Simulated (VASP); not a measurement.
Level of theory: PBE GGA with D4 dispersion, VASP's PBE PAW potentials (set 64) (plane waves; VASP).

VASP ran on this input.

### INCAR
```
SYSTEM = Ru
PREC = Accurate
ENCUT = 520
EDIFF = 1E-7
NELM = 100
ALGO = Normal
LREAL = .FALSE.
LASPH = .TRUE.
ISMEAR = 1
SIGMA = 0.1
GGA = PE
IVDW = 13
LMAXMIX = 4
LWAVE = .FALSE.
LCHARG = .FALSE.
ISIF = 4
IBRION = 2
NSW = 30
EDIFFG = -0.01
```

**KPOINTS**
```
Automatic mesh
0
Gamma
15 15 9
0 0 0
```

### POSCAR
```
Ru
1.0
  1.3525734497  -2.3427260907   0.0000000000
  1.3525734497   2.3427260907   0.0000000000
  0.0000000000   0.0000000000   4.2658500103
Ru
2
direct
  0.3333330000   0.6666670000   0.2500000000
  0.6666670000   0.3333330000   0.7500000000
```

POTCAR, in this order: Ru_pv (PBE.64 set). Program: vasp_std.

What VASP printed:

File OUTCAR:
```
 ion  position               nearest neighbor table
   1  0.333  0.667  0.250-   2 2.64   2 2.64   2 2.64   2 2.64   2 2.64   2 2.64
   2  0.667  0.333  0.750-   1 2.64   1 2.64   1 2.64   1 2.64   1 2.64   1 2.64
  LATTYP: Found a hexagonal cell.
 ALAT       =     2.7051470335
 C/A-ratio  =     1.5769383170
 Subroutine PRICEL returns:
 Original cell was already a primitive cell.
 Subroutine GETGRP returns: Found 24 space group operations
The static configuration has the point symmetry D_3d.
 The point group associated with its full space group is D_6h.
The dynamic configuration has the point symmetry D_3d.
 Subroutine INISYM returns: Found 24 space group operations
 Subroutine IBZKPT returns following result:
 Found    135 irreducible k-points:

 Following reciprocal coordinates:
            Coordinates               Weight
  0.000000  0.000000  0.000000      1.000000
  0.066667  0.000000  0.000000      6.000000
  0.133333  0.000000  0.000000      6.000000
  0.200000  0.000000  0.000000      6.000000
  0.266667  0.000000  0.000000      6.000000
  0.333333  0.000000  0.000000      6.000000
  0.400000  0.000000  0.000000      6.000000
...
```

OSZICAR:
```
       N       E                     dE             d eps       ncg     rms          rms(c)
DAV:   1     0.287821670317E+03    0.28782E+03   -0.18025E+04  4860   0.173E+03
DAV:   2    -0.130024253097E+02   -0.30082E+03   -0.29527E+03  5126   0.497E+02
DAV:   3    -0.197304394466E+02   -0.67280E+01   -0.65514E+01  5114   0.798E+01
DAV:   4    -0.198024951412E+02   -0.72056E-01   -0.71942E-01  5850   0.720E+00
DAV:   5    -0.198035344413E+02   -0.10393E-02   -0.10393E-02  5268   0.824E-01    0.179E+01
DAV:   6    -0.185578065419E+02    0.12457E+01   -0.33997E+00  4910   0.192E+01    0.479E+00
DAV:   7    -0.184716387755E+02    0.86168E-01   -0.26588E-01  4984   0.490E+00    0.113E+00
DAV:   8    -0.184631107083E+02    0.85281E-02   -0.71833E-03  5006   0.100E+00    0.975E-02
DAV:   9    -0.184632024549E+02   -0.91747E-04   -0.45309E-04  6454   0.220E-01    0.487E-02
DAV:  10    -0.184632131157E+02   -0.10661E-04   -0.16012E-05  5220   0.422E-02    0.565E-03
DAV:  11    -0.184632155576E+02   -0.24419E-05   -0.12088E-06  5572   0.112E-02    0.357E-03
DAV:  12    -0.184632149419E+02    0.61563E-06   -0.52789E-08  2624   0.263E-03    0.604E-04
DAV:  13    -0.184632149664E+02   -0.24458E-07   -0.63107E-09  2496   0.724E-04
   1 F= -.19518032E+02 E0= -.19517495E+02  d E =-.195180E+02
       N       E                     dE             d eps       ncg     rms          rms(c)
DAV:   1    -0.184746301440E+02   -0.11415E-01   -0.43471E-01  4910   0.575E+00    0.645E-01
DAV:   2    -0.184652899654E+02    0.93402E-02   -0.13131E-02  4896   0.108E+00    0.267E-01
DAV:   3    -0.184633921850E+02    0.18978E-02   -0.63478E-03  5840   0.559E-01    0.584E-02
DAV:   4    -0.184633989698E+02   -0.67848E-05   -0.18709E-04  5792   0.159E-01    0.374E-02
DAV:   5    -0.184634012956E+02   -0.23258E-05   -0.17526E-05  6584   0.325E-02    0.151E-02
DAV:   6    -0.184634011287E+02    0.16694E-06   -0.24131E-06  5096   0.186E-02    0.153E-03
DAV:   7    -0.184634011444E+02   -0.15695E-07   -0.10035E-07  2676   0.327E-03
   2 F= -.19518197E+02 E0= -.19517819E+02  d E =-.164494E-03
       N       E                     dE             d eps       ncg     rms          rms(c)
DAV:   1    -0.184657278610E+02   -0.23267E-02   -0.81165E-02  4910   0.249E+00    0.279E-01
DAV:   2    -0.184639873958E+02    0.17405E-02   -0.24361E-03  4894   0.477E-01    0.116E-01
DAV:   3    -0.184636327567E+02    0.35464E-03   -0.12025E-03  5856   0.245E-01    0.256E-02
DAV:   4    -0.184636342009E+02   -0.14442E-05   -0.35886E-05  5812   0.702E-02    0.164E-02
DAV:   5    -0.184636346146E+02   -0.41370E-06   -0.33846E-06  6566   0.136E-02    0.730E-03
DAV:   6    -0.184636343782E+02    0.23641E-06   -0.63583E-07  4404   0.955E-03    0.752E-04
DAV:   7    -0.184636343669E+02    0.11325E-07   -0.37373E-08  2492   0.196E-03
   3 F= -.19518440E+02 E0= -.19517980E+02  d E =-.407274E-03
```

OUTCAR:
```
------------------------ aborting loop because EDIFF is reached ----------------------------------------
  Edisp (eV):   -1.05481
  FORCE on cell =-STRESS in cart. coord.  units (eV):
  Direction    XX          YY          ZZ          XY          YZ          ZX
  --------------------------------------------------------------------------------------
  Total      -0.02309    -0.02309    -0.02310     0.00000     0.00000     0.00000
  in kB      -1.36858    -1.36858    -1.36922     0.00000     0.00000     0.00000
  external pressure =       -1.37 kB  Pullay stress =        0.00 kB
  volume of cell :       27.03
      direct lattice vectors                 reciprocal lattice vectors
     1.350737053 -2.339545358  0.000000000     0.370168271 -0.213716737 -0.000000000
     1.350737053  2.339545358 -0.000000000     0.370168271  0.213716737  0.000000000
     0.000000000 -0.000000000  4.277457180     0.000000000  0.000000000  0.233783755
 POSITION                                       TOTAL-FORCE (eV/Angst)
 -----------------------------------------------------------------------------------
      1.35074      0.77985      1.06936        -0.000000     -0.000000      0.000000
      1.35074     -0.77985      3.20809         0.000000      0.000000      0.000000
 -----------------------------------------------------------------------------------
    total drift:                               -0.000000      0.000506     -0.000045
  FREE ENERGIE OF THE ION-ELECTRON SYSTEM (eV)
  ---------------------------------------------------
  free  energy   TOTEN  =       -19.5184395276 eV

  energy  without entropy=      -19.5170615413  energy(sigma->0) =      -19.51798020

 reached required accuracy - stopping structural energy minimisation
```
(Selected blocks of OUTCAR.)

**CONTCAR**
```
Ru
   1.00000000000000
     1.3507370533933420   -2.3395453583088206    0.0000000000000000
     1.3507370533933420    2.3395453583088206   -0.0000000000000000
     0.0000000000000000   -0.0000000000000000    4.2774571798685708
  Ru
     2
Direct
     0.3333330000000032    0.6666669999999968    0.2500000000000000
     0.6666669999999968    0.3333330000000032    0.7500000000000000
```

**OUTCAR**
```
 val. band max:       12.8968501970   @ k =   0.2667   0.0000   0.3333

 cond. band min:      12.9258655997   @ k =   0.4667   0.0667   0.3333


 Fermi energy:        12.8981591398

 k-point     1 :       0.0000    0.0000    0.0000
  band No.  band energies     occupation
      1     -30.7439      2.00000
      2     -29.8033      2.00000
      3     -29.8032      2.00000
      4     -29.6314      2.00000
      5     -29.6314      2.00000
      6     -29.5855      2.00000
      7       4.9042      2.00000
      8       6.6864      2.00000
      9      10.3051      2.00000
     10      10.3052      2.00000
     11      10.4802      2.00000
     12      10.9895      2.00000
     13      10.9895      2.00000
     14      11.5262      2.00000
     15      11.5262      2.00000
     16      14.1092     -0.00000
     17      14.1092     -0.00000
     18      14.2137     -0.00000

 k-point     2 :       0.0667    0.0000    0.0000
  band No.  band energies     occupation
      1     -30.7286      2.00000
      2     -29.8361      2.00000
      3     -29.8144      2.00000
      4     -29.6657      2.00000
      5     -29.6359      2.00000
      6     -29.5926      2.00000
      7       5.0702      2.00000
      8       6.8134      2.00000
      9       9.9937      2.00000
     10      10.4397      2.00000
     11      10.7502      2.00000
     12      10.9193      2.00000
     13      11.1134      2.00000
     14      11.3592      2.00000
     15      11.4238      2.00000
     16      12.8509      1.70883
     17      14.1729     -0.00000
     18      15.6991      0.00000

 k-point     3 :       0.1333    0.0000    0.0000
  band No.  band energies     occupation
      1     -30.6837      2.00000
      2     -29.9290      2.00000
      3     -29.8450      2.00000
      4     -29.7615      2.00000
      5     -29.6492      2.00000
      6     -29.6140      2.00000
      7       5.5411      2.00000
      8       7.1441      2.00000
      9       9.5751      2.00000
...
```

The compound is Ru in the hcp structure. This run relaxes it. Symmetry was kept, so distortions that lower it aren't found.
